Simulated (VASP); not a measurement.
Write the native input for VASP 6.6.1 that does the following.

```yaml
Task: electric field gradients
Functional: PBE
Potentials_or_basis: VASP PAW PBE potentials, release 64 (Hf_pv, Pd, Se, Br, O)
Cutoff: 520 eV
k_mesh: 5 × 5 × 4
Occupations: fermi-dirac, width 0.05 eV
Spin: no spin polarisation
Further_INCAR_settings: ALGO = Fast; EDIFF = 1e-08
```

The structure of Hf2Pd2Se2Br2O3 lies in POSCAR:

```
Hf2Pd2Se2Br2O3
1.0
    5.7606900000      0.0049600000     -0.0028600000
   -0.5275000000      5.8466400000      0.0341300000
   -1.4843500000     -0.9264200000      6.6458600000
Hf Pd Se Br O
2 2 2 2 3
Direct
    0.7454000000      0.3960200000      0.3498900000
    0.2876300000      0.4532200000      0.5940100000
    0.9085400000      0.1329400000      0.8484900000
    0.2524900000      0.9032300000      0.3587400000
    0.6346900000      0.4035500000      0.9371600000
    0.6259700000      0.7817400000      0.5302300000
    0.8527300000      0.9908900000      0.1535500000
    0.2252600000      0.8208400000      0.8622300000
    0.9604000000      0.2892500000      0.5902600000
    0.4323300000      0.2452400000      0.4086400000
    0.0745700000      0.5830800000      0.3668200000
```

The cell was built by a generator and needn't be a form met in nature.

These files were run (other wordings do the same):

INCAR

```
SYSTEM = Hf2Pd2Se2Br2O3
PREC = Accurate ; ENCUT = 520
EDIFF = 1E-8 ; ISMEAR = -1
SIGMA = 0.05 ; LREAL = .False.
LASPH = .True. ; NELM = 60
ALGO = Fast ; ISIF = 2
LWAVE = .False. ; LCHARG = .False.
GGA = PE ; LEFG = .True.
KPAR = 4
```

KPOINTS

```
Automatic mesh
0
Gamma
  5 5 4
  0 0 0
```

Potentials or basis: VASP PAW PBE potentials, release 64 (Hf_pv, Pd, Se, Br, O).

Run with:

```sh
$ cat potpaw_PBE.64/Hf_pv/POTCAR potpaw_PBE.64/Pd/POTCAR potpaw_PBE.64/Se/POTCAR potpaw_PBE.64/Br/POTCAR potpaw_PBE.64/O/POTCAR > POTCAR
$ mpirun -np 4 vasp_std > vasp.out
```

Results of the run:

```yaml
Pressure: -0.6 GPa
Largest_force: 0.187 eV/Å
Band_gap_on_the_k_mesh: 0.20 eV, indirect (least direct gap 0.46 eV)
```

Caveat: spin-orbit coupling is left out, which moves the levels of the heavy elements; an odd mesh through Γ misses points on the zone boundary, where band edges often lie.

It took 8.8 min on 4 MPI ranks on Intel(R) Xeon(R) Platinum 8375C CPU @ 2.90GHz (Ice Lake) (shared host), peak memory 0.76 GiB a rank.
